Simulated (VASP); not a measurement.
A convergence study with VASP on KBr (rock salt): one setting is varied, all else stays as given below, so the limit is that of these other settings. Each run relaxes cell and ions from the cell shown.

```
CELL_PARAMETERS angstrom
      0.00000     3.30000     3.30000
      3.30000     0.00000     3.30000
      3.30000     3.30000     0.00000
ATOMIC_POSITIONS crystal
  K  0.00000 0.00000 0.00000
  Br 0.50000 0.50000 0.50000
```

Computed with PBE GGA, VASP's PBE PAW potentials (set 64) (plane waves; VASP). The tightest run used: 550 eV cut-off, 11×11×11 Γ-centred mesh, Gaussian smearing of 0.050 eV, potentials K_sv Br.

Gaps are read on the run's mesh, which can miss a band edge.

```csv
setting,relaxed volume (Å³/atom),E (eV/atom),gap on the mesh (eV),irreducible k-points
2×2×2 mesh,39.052,-3.0665,4.186,3
3×3×3 mesh,37.863,-3.1093,4.295,4
4×4×4 mesh,37.783,-3.1115,4.303,8
```

### Question
These are the cheaper rows. Estimate the results at 11×11×11 mesh, and how far the last row shown lies from them.

### Answer

| quantity | tightest run | last row shown is off by |
|---|---|---|
| relaxed volume (Å³/atom) | 37.773 | 0.010 |
| E (eV/atom) | -3.1117 | 0.0002 |
| gap on the mesh (eV) | 4.304 | -0.001 |

Left out are rungs that failed or repeat a setting and relaxations that didn't move; long series are thinned to 24 rows.

The compound is KBr in the rock salt structure.
